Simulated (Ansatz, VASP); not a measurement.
## Cross-check of NiGe between VASP and Ansatz

Aim: how closely do two programs agree when they are given the same cell, functional and k mesh? The cell is a member of a volume series, scaled by 0.94 from a relaxed one, so a pressure remains.

Calculated with Ansatz 0.2.0; plane waves, with VASP 6.6.1 beside it; single point at RPBE.

## (1) The starting structure

It takes space group Pnma (No. 62, orthorhombic). The conventional cell has a = 5.385 Å, b = 3.383 Å, c = 5.794 Å, α = 90.00°, β = 90.00°, γ = 90.00°. Nearest to Ge lie 6 Ni at 2.33 to 2.50 Å. Nearest to Ni lie 6 Ge at 2.33 to 2.50 Å. Farther neighbours are not listed.

## (2) Ansatz: single point, RPBE, volume scaled by 0.94

Ansatz runs on its default PAW (the set named soft_2) files.

With cell and atoms fixed, the geometry can't cause a difference; cores, projectors, grids and the points listed under the comparison can.

File input.yaml:

```yaml
crystal:
  lattice:
    - [5.3847389656, 0.0, 0.0]
    - [0.0, 3.382945417, 0.0]
    - [0.0, 0.0, 5.794052693]
  atoms:
    - { symbol: Ge, position: [0.310185678, 0.25, 0.915072478] }
    - { symbol: Ge, position: [0.689814322, 0.75, 0.084927522] }
    - { symbol: Ge, position: [0.189814322, 0.75, 0.415072478] }
    - { symbol: Ge, position: [0.810185678, 0.25, 0.584927522] }
    - { symbol: Ni, position: [0.495281353, 0.25, 0.310351872], spin: 1.0 }
    - { symbol: Ni, position: [0.504718647, 0.75, 0.689648128], spin: 1.0 }
    - { symbol: Ni, position: [0.004718647, 0.75, 0.810351872], spin: 1.0 }
    - { symbol: Ni, position: [0.995281353, 0.25, 0.189648128], spin: 1.0 }
hamiltonian:
  xc: rpbe
  pseudopotentials: { kind: paw }
magnetization:
  spin_polarized: true
kpoints:
  mp_grid: { grid: [4, 7, 4] }
scf:
  occupations: { method: gaussian, width: 0.05 }
  n_extra_bands: 10
output:
  forces: true
  stress: true
  eigenvalues: true
```

Command:

```
ansatz run input.yaml --threads 4 --pin off --max-ram 9216MiB --backend cpu --events-out ev --progress --plain --runs-dir out
```

Numbers of over 12 decimals in the logs are rounded to 6 here.

The program printed:

```text
Warning: the band count 74 (scf.n_extra_bands) hosts the net moment |M| = 4.0000 μB (N_el = 128) but caps the reachable moment at 2·n_bands − N_el = 20.0000 μB, below the 80 bands that the automatic rule leaves for it — a moment growing past the seed, or the majority channel's smearing tail, pins there with fewer empty majority states than that count leaves; raise or omit scf.n_extra_bands unless the cap is intended
scf.n_extra_bands = 10 over 64 filled bands (N_el = 128.0): the run solves 74 bands
Engine: ansatz 0.2.0, aarch64-unknown-linux-gnu
Pseudopotentials: kind: paw
Pseudopotential: Ge, paw, valence charge 14, recommended cutoff 420 eV (normal), Ge.paw.azcp
Pseudopotential: Ni, paw, valence charge 18, recommended cutoff 420 eV (normal), Ni.paw.azcp
Functional definition: RPBE
  parameter kappa = 0.804
  parameter beta = 0.066725
  exchange = rpbe_x(kappa = kappa, mu = beta*pi^2/3)
  correlation = pbe_c(beta = beta)
Crystal: 8 atoms, lattice volume = 105.546 Å³
Basis set: ecut = 420 eV, 2081 PW (Γ), exchange–correlation on 72×48×80 points (8 copies of the dense FFT grid, shifted against one another)
Bands: 74, of which v1, the nominal top of the filled ones, is band 64 counted from 1 (63 counted from 0)
Symmetry: 8 space group operations
Space group: Pnma (ITA 62), of the structure as read, at distance tolerance 4.7e-5 Å
Magnetic group: BNS 62.441 (UNI 539), of the structure as read, at distance tolerance 4.7e-5 Å
k-points: 36 of 112
Non-local potential: Ge, projectors of the file, l = 0: 2, l = 1: 2, l = 2: 3, l = 3: 1
Non-local potential: Ni, projectors of the file, l = 0: 3, l = 1: 2, l = 2: 3, l = 3: 1
PAW form: soft (Blöchl's): semilocal exchange-correlation on the pseudo side does not see the compensation charge
PAW frozen core: Ge, regenerated for the run's functional, and the local potential with it (the file was generated under x = pbe(κ = 0.804, μ = 0.219515), c = pbe(β = 0.066725))
PAW frozen core: Ni, regenerated for the run's functional, and the local potential with it (the file was generated under x = pbe(κ = 0.804, μ = 0.219515), c = pbe(β = 0.066725))
PAW one-centre angular grid: Ge, 590 points (default); XC on 64 Gauss nodes
PAW one-centre angular grid: Ni, 590 points (default); XC on 64 Gauss nodes
Initial density: superposition of atomic densities (chi_scale 0.1, normalization cell)
Starting moments: Σ|m| = 4 μB on 4 of 8 sites
Initial wavefunctions: pseudopotential atomic-orbital guess
Functional: x = rpbe, c = pbe(β = 0.066725)
iter 1 solved again at ethr=8.70e-4 eV; its pass at ethr=3.10e-3 eV (dr2=1.11e0 eV) is discarded
SCF iter   1: F=—  HF=-40576.948241 eV  |F-HF|=—  |Δ(HF+E_count)|=         —  Δρ=8.45e-2 (↑8.45e-2 ↓8.31e-2)  dr2=1.12e0  dr2_m=6.41e0  M=0.175 μB ∫|m|=0.606 μB  β_m=0.30  ethr=8.70e-4  ⟨swp⟩=1.3  Hψ=22965  notcnv=0
Mixer restart at iter 1: flushing history
preconditioner: auto → Kerker (q_TF=auto, 2.817 Å⁻¹)  [metal: Δε(μ)=0.008 eV  Ē_g=15.312 eV  σ=0.050 eV  W_gap=0.09  n_scr=38 (ndim 8)  ℏωp=35.4 eV  f_vac=0.000  D(μ)=3.09/eV (n_scr^D=20)]
spin=Collinear: Kerker preconditioning applied to the charge; magnetization (m = ρ↑ − ρ↓) channel mixes plain (no charge-response kernel on spin).
SCF iter   2: F=—  HF=-40578.827008 eV  |F-HF|=—  |Δ(HF+E_count)|=    1.88e0  Δρ=7.75e-2 (↑4.86e-2 ↓7.75e-2)  dr2=1.86e0  dr2_m=3.61e0  M=0.073 μB ∫|m|=0.425 μB  β_m=0.65  ethr=8.70e-4  ⟨swp⟩=2.0  Hψ=6055  notcnv=0
SCF iter   3: F=—  HF=-40584.448504 eV  |F-HF|=—  |Δ(HF+E_count)|=    5.62e0  Δρ=3.42e-2 (↑3.42e-2 ↓1.30e-2)  dr2=8.72e-1  dr2_m=1.74e-1  M=0.028 μB ∫|m|=0.172 μB  β_m=0.63  ethr=8.70e-4  ⟨swp⟩=3.7  Hψ=11871  notcnv=0
SCF iter   4: F=—  HF=-40583.992572 eV  |F-HF|=—  |Δ(HF+E_count)|=   4.56e-1  Δρ=1.56e-2 (↑1.56e-2 ↓1.52e-2)  dr2=1.14e0  dr2_m=4.22e-4  M=-0.002 μB ∫|m|=0.036 μB  β_m=0.65  ethr=6.81e-4  ⟨swp⟩=2.8  Hψ=11298  notcnv=0  defer=240
SCF iter   5: F=—  HF=-40583.822852 eV  |F-HF|=—  |Δ(HF+E_count)|=   1.70e-1  Δρ=4.14e-3 (↑2.86e-3 ↓4.14e-3)  dr2=9.12e-2  dr2_m=1.19e-3  M=0.005 μB ∫|m|=0.029 μB  β_m=0.73  ethr=6.81e-4  ⟨swp⟩=2.0  Hψ=6974  notcnv=0  defer=240
SCF iter   6: F=—  HF=-40583.806471 eV  |F-HF|=—  |Δ(HF+E_count)|=   1.64e-2  Δρ=3.35e-3 (↑3.35e-3 ↓2.47e-3)  dr2=1.93e-2  dr2_m=2.60e-4  M=0.003 μB ∫|m|=0.013 μB  β_m=0.72  ethr=7.12e-5  ⟨swp⟩=2.0  Hψ=10271  notcnv=0  defer=241
SCF iter   7: F=—  HF=-40583.804063 eV  |F-HF|=—  |Δ(HF+E_count)|=   2.41e-3  Δρ=1.46e-3 (↑1.24e-3 ↓1.46e-3)  dr2=4.32e-3  dr2_m=2.72e-5  M=-0.001 μB ∫|m|=0.001 μB  β_m=0.86  ethr=1.51e-5  ⟨swp⟩=2.0  Hψ=9107  notcnv=0  defer=241
SCF iter   8: F=—  HF=-40583.804311 eV  |F-HF|=—  |Δ(HF+E_count)|=   2.48e-4  Δρ=2.18e-4 (↑1.92e-4 ↓2.18e-4)  dr2=2.04e-4  dr2_m=5.87e-6  M=-0.001 μB ∫|m|=0.001 μB  β_m=0.93  ethr=3.38e-6  ⟨swp⟩=2.0  Hψ=7164  notcnv=0  defer=241
SCF iter   9: F=—  HF=-40583.804327 eV  |F-HF|=—  |Δ(HF+E_count)|=   1.60e-5  Δρ=9.08e-5 (↑9.06e-5 ↓9.08e-5)  dr2=3.65e-5  dr2_m=1.63e-9  M=0.000 μB ∫|m|=0.000 μB  β_m=0.96  ethr=1.60e-7  ⟨swp⟩=2.0  Hψ=7328  notcnv=0  defer=241
SCF iter  10: F=—  HF=-40583.804327 eV  |F-HF|=—  |Δ(HF+E_count)|=   8.18e-7  Δρ=1.12e-5 (↑1.12e-5 ↓8.05e-6)  dr2=3.10e-7  dr2_m=1.64e-8  M=0.000 μB ∫|m|=0.000 μB  β_m=0.98  ethr=2.85e-8  ⟨swp⟩=2.0  Hψ=7330  notcnv=0  defer=241
SCF iter  11: F=—  HF=-40583.804327 eV  |F-HF|=—  |Δ(HF+E_count)|=   8.59e-8  Δρ=7.93e-6 (↑7.93e-6 ↓5.73e-6)  dr2=1.46e-7  dr2_m=1.40e-9  M=0.000 μB ∫|m|=0.000 μB  β_m=0.99  ethr=2.42e-10  ⟨swp⟩=2.4  Hψ=9420  notcnv=0  defer=241
SCF iter  12: F=—  HF=-40583.804327 eV  |F-HF|=—  |Δ(HF+E_count)|=   4.66e-9  Δρ=3.59e-6 (↑3.59e-6 ↓3.43e-6)  dr2=3.50e-8  dr2_m=6.78e-12  M=0.000 μB ∫|m|=0.000 μB  β_m=0.94  ethr=1.14e-10  ⟨swp⟩=1.7  Hψ=6671  notcnv=0  defer=241
SCF iter  13: F=-40583.804327 eV  HF=-40583.804327 eV  |F-HF|=1.40e-8  |Δ(HF+E_count)|=   4.34e-9  Δρ=2.18e-6 (↑2.18e-6 ↓2.12e-6)  dr2=1.49e-8  dr2_m=1.03e-12  M=-0.000 μB ∫|m|=0.000 μB  ethr=2.74e-11  ⟨swp⟩=7.0  Hψ=19155  notcnv=0
SCF 1 converged in 13 iterations: F = -40583.804327 eV  dr2 = 1.49e-8
  greatest PAW one-centre occupation: 1.001 electrons in one spin orbital (limit 2), on the Ni atom at site 7 (counted from 0), in its partial waves of l = 1
WARN: the starting moments were not kept: the SCF closed with an absolute magnetisation of 1.4e-6 μB, where they sum to 4 μB in size (4 sites). That is at most 0.1 of that sum. Measured as dr2_m measures the in/out step, that magnetisation stands 7.5e-13 eV from none, at or under the dr2_threshold of 1.0e-7 eV: it is no larger than a step whose dr2_m would equal this threshold. The system may hold no moment; this SCF [...]
SCF converged after 13 iterations
Magnetization: -0.0000 μB (64.0000 up, 64.0000 down)
Absolute magnetization: 0.0000 μB (∫|ρ↑−ρ↓|, with the PAW one-centre terms)
Spin contamination: 0.0000 ħ² per cell (⟨S²⟩ above its minimum at these occupations)
Per-site moments (μB) at R_I (Å): [(1.7913836275890286e-8, 0.959123), (1.791383586398917e-8, 0.959123), (1.791383600210398e-8, 0.959123), (1.7913836334056707e-8, 0.959123), (-2.3315123521458897e-7, 0.959123), (-2.331512357642591e-7, 0.959123), (-2.3315123555745933e-7, 0.959123), (-2.3315123561422668e-7, 0.959123)]
Free energy (F): -40583.804327 eV
Harris-Foulkes:  -40583.804327 eV  (|F-HF|=1.40e-8)
Internal energy: -40583.802091 eV  (E = F + TS)
E sigma→0 (E₀):  -40583.803209 eV
Entropy (-TS):   -0.002237 eV (-0.280 meV/atom)
Fermi energy:    15.952465 eV
--- Per-component energies (eV) ---
  E_band       = -1520.575427
  E_kinetic    = 1589.972194
  E_local      = -23267.239651  (includes V_loc(G=0)·N_el)
  E_nonlocal   = 4222.681102
  E_hartree    = 10000.774028
  E_xc         = -647.240108
  E_vxc        = -702.697570  (∫ρ·V_xc dr)
  E_paw        = -14651.859683  (= ΣΔE_a)
  E_vpaw       = -3364.824789  (= ΣTr[D̂ρ^β])
  E_aug_tail   = 0.003504  (compensation charges beyond the density's cutoff)
  E_ewald      = -17829.988470
  E_core_change = -0.905007  (= ΣΔE_core)
  E_smearing   = -0.002237  (= −TS)
  E_closure    = 0.000000  (closes the sum)
  Σ components = -40583.804327   (vs F -40583.804327, Δ=0.00e0)
--- Forces (eV/Å), atoms counted from 1 ---
  atom   1  Ge     0.09921474     0.00000000    -0.00314307
  atom   2  Ge    -0.09921474    -0.00000000     0.00314307
  atom   3  Ge    -0.09921474    -0.00000000    -0.00314307
  atom   4  Ge     0.09921474     0.00000000     0.00314307
  atom   5  Ni    -0.09174013    -0.00000000     0.06914735
  atom   6  Ni     0.09174013     0.00000000    -0.06914735
  atom   7  Ni     0.09174013    -0.00000000     0.06914735
  atom   8  Ni    -0.09174013     0.00000000    -0.06914735
  max |Σ_I F_I| component: 1.39e-17 eV/Å
--- Stress (GPa, compression-positive) ---
       10.237851      -0.000000      -0.000000
       -0.000000       9.597067      -0.000000
       -0.000000      -0.000000       9.657329
  P = ⅓ Tr σ = 9.8307 GPa (98.307 kbar)
--- Band table (eV; the first three rows and the last of 72) ---
  k-point 0 ↑: bands = [... 60 lower, 14.2398, 14.8585, 15.0320, 15.3789, 16.6327, 16.6820, 20.2300, 20.2802, ... 6 higher]
  k-point 1 ↑: bands = [... 60 lower, 14.5732, 14.5910, 15.1223, 16.0683, 16.9517, 17.2763, 18.8344, 19.3596, ... 6 higher]
  k-point 2 ↑: bands = [... 60 lower, 14.5884, 14.5884, 15.7193, 15.7193, 17.3483, 17.3483, 18.6947, 18.6947, ... 6 higher]
  k-point 35 ↓: bands = [... 60 lower, 14.4546, 14.4546, 14.5168, 14.5168, 17.8649, 17.8649, 18.4690, 18.4690, ... 6 higher]
```

The job ended after 17 s (4 threads of Arm Neoverse V1, shared host; peak memory 0.79 GiB).

The run ends at a pressure of 9.83 GPa, with forces up to 0.11 eV/Å.

(Part 1 of 3 ends here.)

[Lines on the potential files, build, host, timing and source positions are cut from VASP's logs without a mark.]

[Logs are printed without paths, hosts, clocks, repeated set-up lines and the standing remarks that a program may print on its own settings, such as how far it seeks lower states.]

[Hosts, paths, dates, database ids (printed as entryN), source tags and the programs' standing remarks are cut or masked in the printed files.]
